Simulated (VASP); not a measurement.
A VASP calculation is set up with these files.

File KPOINTS:
```
Regular mesh
0
Gamma
  14 14 14
0 0 0
```

**POSCAR**
```
W
1
   -1.5935571335     1.5935571335     1.5935571335
    1.5935571335    -1.5935571335     1.5935571335
    1.5935571335     1.5935571335    -1.5935571335
W
1
Direct
  0.0000000000   0.0000000000   0.0000000000
```

INCAR:
```
SYSTEM = W
PREC = Accurate
ENCUT = 480
EDIFF = 1E-7
NELM = 100
ALGO = Normal
LREAL = .FALSE.
LASPH = .TRUE.
ISMEAR = 1
SIGMA = 0.1
GGA = PE
LMAXMIX = 6
LWAVE = .FALSE.
LCHARG = .FALSE.
ISIF = 3
IBRION = 2
NSW = 40
EDIFFG = -0.01
PSTRESS = 10
```

POTCAR, in this order: W_sv (PBE.64 set). Program: vasp_std.

Problem. Write an equivalent input for Quantum ESPRESSO's pw.x.

Solution. One equivalent input (not run):
```
&CONTROL
  calculation = 'vc-relax'
  pseudo_dir = './pseudo'
  outdir = './out'
  tprnfor = .true.
  tstress = .true.
  nstep = 40
  forc_conv_thr = 0.00039
/
&SYSTEM
  ibrav = 0
  nat = 1
  ntyp = 1
  ecutwfc = 74
  occupations = 'smearing'
  smearing = 'methfessel-paxton'
  degauss = 0.00735
  input_dft = 'pbe'
/
&ELECTRONS
  conv_thr = 7.3e-09
  electron_maxstep = 100
/
&IONS
/
&CELL
  press = 10
/
ATOMIC_SPECIES
  W 183.840 W.upf
CELL_PARAMETERS angstrom
    -1.5935571    1.5935571    1.5935571
     1.5935571   -1.5935571    1.5935571
     1.5935571    1.5935571   -1.5935571
ATOMIC_POSITIONS crystal
  W    0.0000000  0.0000000  0.0000000
K_POINTS automatic
  14 14 14 0 0 0
```
The two are equivalent in intent, not identical: the potentials are each code's own (VASP's PAW set, PseudoDojo norm-conserving files in pw.x), so ENCUT and ecutwfc are chosen apart and not converted; conv_thr bounds pw.x's estimated SCF error, while EDIFF bounds the energy change between steps; forc_conv_thr acts on force components and is met together with etot_conv_thr.

The compound is W in the bcc structure. This run relaxes it under an external pressure of 1 GPa. Symmetry was kept, so distortions that lower it aren't found.
